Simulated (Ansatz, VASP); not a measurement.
**AlSn in VASP and in Ansatz**

The input INCAR:

```
ALGO = Normal
EDIFF = 1E-8
ENCUT = 520
GGA = PS
ISIF = 2
ISMEAR = -1
LASPH = True
LCHARG = False
LEFG = True
LREAL = False
LWAVE = False
NBANDS = 16
NELM = 60
PREC = Accurate
SIGMA = 0.05
```

KPOINTS

```
k-points
0
Gamma
  11 11 12
```

Contents of POSCAR:

```
AlSn
1.0
    4.1981056157      0.0000000000      0.0000000000
   -2.0990528078      3.6356661109      0.0000000000
    0.0000000000      0.0000000000      3.3068470000
Al Sn
1 1
Direct
    0.0000000000      0.0000000000      0.0000000000
    0.3333333333      0.6666666667      0.5000000000
```

Input for Ansatz:

```yaml
crystal:
  lattice:
    - [4.1981056157, 0.0, 0.0]
    - [-2.0990528078, 3.6356661109, 0.0]
    - [0.0, 0.0, 3.306847]
  atoms:
    - { symbol: Al, position: [0.0, 0.0, 0.0] }
    - { symbol: Sn, position: [0.3333333333, 0.6666666667, 0.5] }
kpoints:
  mp_grid: { grid: [11, 11, 12] }
  band_path:
    path:
      - [0.0, 0.0, 0.0]
      - [0.5, 0.0, 0.0]
      - [0.3333333333, 0.3333333333, 0.0]
      - [0.0, 0.0, 0.0]
      - [0.0, 0.0, 0.5]
      - [0.5, 0.0, 0.5]
      - [0.3333333333, 0.3333333333, 0.5]
      - [0.0, 0.0, 0.5]
      - [0.5, 0.0, 0.5]
    npoints: 8
scf:
  occupations: { method: fermi_dirac, width: 0.05 }
hamiltonian:
  xc: pbesol
  pseudopotentials: { kind: paw }
output:
  forces: true
  stress: true
  eigenvalues: true
  efg: { contact_densities: true }
  populations: true
  bader: true
  dos: { projected: true, de: 0.2, e_range: [-14, 8] }
```

Alike in both runs: task electric field gradients; functional PBEsol; k mesh 11 × 11 × 12; occupations fermi-dirac, width 0.05 eV; no spin polarisation.

|  | VASP | Ansatz |
| --- | --- | --- |
| version | VASP 6.6.1 | Ansatz 0.2.0 |
| potentials or method | VASP PAW PBE potentials, release 64 (Al, Sn_d) | PAW with Ansatz's default frozen-core files, scalar-relativistic |
| plane-wave cutoff (eV) | 520 | 420 |
| valence electrons in the cell | 17 | 17 |

```csv
,VASP,Ansatz,Ansatz less VASP
pressure (GPa),-2.1,-2.0,+0.03
largest component of the traceless stress (GPa),0.90,0.90,-0.007
Vzz of the field gradient on the site that differs most (V/Å²),71.5,74.7,+3.16
```

Ansatz warned: «gradients_without_spin_orbit».

Caveats: the PAW data sets were made with another functional, which shifts forces and pressure a little (VASP).
